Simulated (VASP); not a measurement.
Consider the following.

```
CELL_PARAMETERS angstrom
      3.56849     0.00000     0.00000
     -1.78424     3.09040     0.00000
      0.00000     0.00000     8.17524
ATOMIC_POSITIONS crystal
  Sb 0.71980 0.00000 0.66667
  Sb 0.00000 0.71980 0.33333
  Sb 0.28020 0.28020 0.00000
  N  0.48890 0.00000 0.16667
  N  0.00000 0.48890 0.83333
  N  0.51110 0.51110 0.50000
```

Computed with PBE GGA, VASP's PBE PAW potentials (set 64) (plane waves; VASP). Run with 400 eV cut-off, 6×6×3 Γ-centred mesh, Fermi-Dirac smearing of 0.050 eV, potentials Sb N.

Give the energies of bands 6 to 18 at the high-symmetry points, in eV from the Fermi level.

```json
[
 {"band": "6", "Γ": "-5.64", "M": "-7.99", "K": "-9.34", "A": "-7.46", "L": "-8.27", "H": "-9.45"},
 {"band": "7", "Γ": "-4.80", "M": "-7.53", "K": "-7.28", "A": "-3.91", "L": "-6.99", "H": "-6.50"},
 {"band": "8", "Γ": "-3.81", "M": "-6.07", "K": "-6.83", "A": "-3.89", "L": "-6.20", "H": "-6.50"},
 {"band": "9", "Γ": "-3.81", "M": "-4.90", "K": "-6.83", "A": "-3.89", "L": "-5.34", "H": "-5.81"},
 {"band": "10", "Γ": "-2.86", "M": "-4.46", "K": "-4.50", "A": "-3.03", "L": "-5.09", "H": "-5.81"},
 {"band": "11", "Γ": "-2.75", "M": "-4.11", "K": "-4.03", "A": "-3.03", "L": "-3.78", "H": "-5.70"},
 {"band": "12", "Γ": "-2.75", "M": "-3.69", "K": "-4.03", "A": "-2.52", "L": "-3.66", "H": "-4.44"},
 {"band": "13", "Γ": "-2.63", "M": "-2.81", "K": "-2.09", "A": "-1.82", "L": "-2.19", "H": "-0.88"},
 {"band": "14", "Γ": "-1.42", "M": "-1.23", "K": "-1.09", "A": "-1.82", "L": "-1.53", "H": "-0.04"},
 {"band": "15", "Γ": "-1.42", "M": "-1.06", "K": "-1.09", "A": "-1.77", "L": "-0.73", "H": "-0.04"},
 {"band": "16", "Γ": "1.34", "M": "-0.45", "K": "1.72", "A": "1.38", "L": "-0.19", "H": "0.95"},
 {"band": "17", "Γ": "1.34", "M": "1.45", "K": "1.94", "A": "1.99", "L": "1.30", "H": "0.95"},
 {"band": "18", "Γ": "1.69", "M": "2.43", "K": "1.94", "A": "1.99", "L": "1.65", "H": "1.33"}
]
```

It has no gap at this level: it comes out as a metal or semimetal.

The structure was generated: SbN was put into an ordered model structure, which need not be its known phase. The cell was not relaxed at this level. The k-mesh is coarse (spacing up to 0.34 per Å, 2π included), so the numbers may not be converged in it.
